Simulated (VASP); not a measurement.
Method: optB88-vdW, VASP's PBE PAW potentials (set 64) (plane waves; VASP).

A VASP calculation is set up with these files.

KPOINTS:
```
Automatic mesh
0
Gamma
14 14 14
0 0 0
```

**INCAR**
```
SYSTEM=Sn
PREC=Accurate; ENCUT=520; LREAL=.FALSE.
LASPH=.TRUE.
EDIFF=1E-7; NELM=100; ALGO=Normal
LMAXMIX=4
ISMEAR=-5
GGA=BO; LUSE_VDW=.TRUE.; AGGAC=0.0
PARAM1=0.1833333333; PARAM2=0.22
ISIF=2
LWAVE=.FALSE.; LCHARG=.TRUE.; LORBIT=11
NEDOS=601
```

POSCAR:
```
Sn
1
   -2.9681589149     2.9681589149     1.6173547034
    2.9681589149    -2.9681589149     1.6173547034
    2.9681589149     2.9681589149    -1.6173547034
Sn
2
Direct
  0.2500000000   0.7500000000   0.5000000000
  0.0000000000   0.0000000000   0.0000000000
```

POTCAR, in this order: Sn_d (PBE.64 set). Program: vasp_std.

Output

### OSZICAR
```
       N       E                     dE             d eps       ncg     rms          rms(c)
DAV:   1     0.209079929596E+03    0.20908E+03   -0.15066E+04  8786   0.239E+03
DAV:   2     0.172284446619E+02   -0.19185E+03   -0.18983E+03  8796   0.447E+02
DAV:   3    -0.529293273901E+00   -0.17758E+02   -0.17591E+02 10146   0.140E+02
DAV:   4    -0.107026408383E+01   -0.54097E+00   -0.53924E+00  9848   0.266E+01
DAV:   5    -0.109195238957E+01   -0.21688E-01   -0.21689E-01 11724   0.492E+00    0.194E+00
DAV:   6    -0.108659393761E+01    0.53585E-02   -0.24550E-02 11118   0.222E+00    0.109E+00
DAV:   7    -0.108734060591E+01   -0.74667E-03   -0.15987E-02 11256   0.173E+00    0.133E-01
DAV:   8    -0.108765614514E+01   -0.31554E-03   -0.18225E-03  9464   0.601E-01    0.411E-02
DAV:   9    -0.108765546513E+01    0.68001E-06   -0.57298E-05 11340   0.770E-02    0.149E-02
DAV:  10    -0.108764838679E+01    0.70783E-05   -0.14011E-05  9768   0.528E-02    0.220E-03
DAV:  11    -0.108764929703E+01   -0.91023E-06   -0.47409E-07  8692   0.908E-03    0.148E-03
DAV:  12    -0.108764889570E+01    0.40132E-06   -0.16639E-07  6966   0.412E-03    0.362E-04
DAV:  13    -0.108764888963E+01    0.60750E-08   -0.10303E-08  4650   0.143E-03
   1 F= -.10876489E+01 E0= -.10876489E+01  d E =0.000000E+00
```

### OUTCAR
```
------------------------ aborting loop because EDIFF is reached ----------------------------------------
  FORCE on cell =-STRESS in cart. coord.  units (eV):
  Direction    XX          YY          ZZ          XY          YZ          ZX
  --------------------------------------------------------------------------------------
  Total        0.0272545      0.0272545     -0.0668082      0.0000000      0.0000000      0.0000000
  in kB        0.7661415      0.7661415     -1.8780222      0.0000000      0.0000000      0.0000000
  external PRESSURE =      -0.1152464 kB  Pullay stress =       0.0000000 kB
  volume of cell :       57.00
      direct lattice vectors                 reciprocal lattice vectors
    -2.968158915  2.968158915  1.617354703     0.000000000  0.168454592  0.309146781
     2.968158915 -2.968158915  1.617354703     0.168454592  0.000000000  0.309146781
     2.968158915  2.968158915 -1.617354703     0.168454592  0.168454592  0.000000000
 POSITION                                       TOTAL-FORCE (eV/Angst)
 -----------------------------------------------------------------------------------
      2.96816      0.00000      0.80868        -0.000000      0.000000     -0.000000
      0.00000      0.00000      0.00000         0.000000     -0.000000      0.000000
 -----------------------------------------------------------------------------------
    total drift:                               -0.000000     -0.000000      0.000000
  FREE ENERGIE OF THE ION-ELECTRON SYSTEM (eV)
  ---------------------------------------------------
  free  energy   TOTEN  =        -1.0876488896 eV

  energy  without entropy=       -1.0876488896  energy(sigma->0) =       -1.08764889

 total charge

# of ion       s       p       d       tot
------------------------------------------
    1        1.244   0.992   9.968  12.204
    2        1.244   0.992   9.968  12.204
--------------------------------------------------
tot          2.488   1.983  19.937  24.408
```
(Selected blocks of OUTCAR.)

For a metal the tetrahedron method with Blöchl corrections gives inexact stress and forces.

The compound is Sn in the beta structure. It was relaxed first, which changed the volume by +5 %.
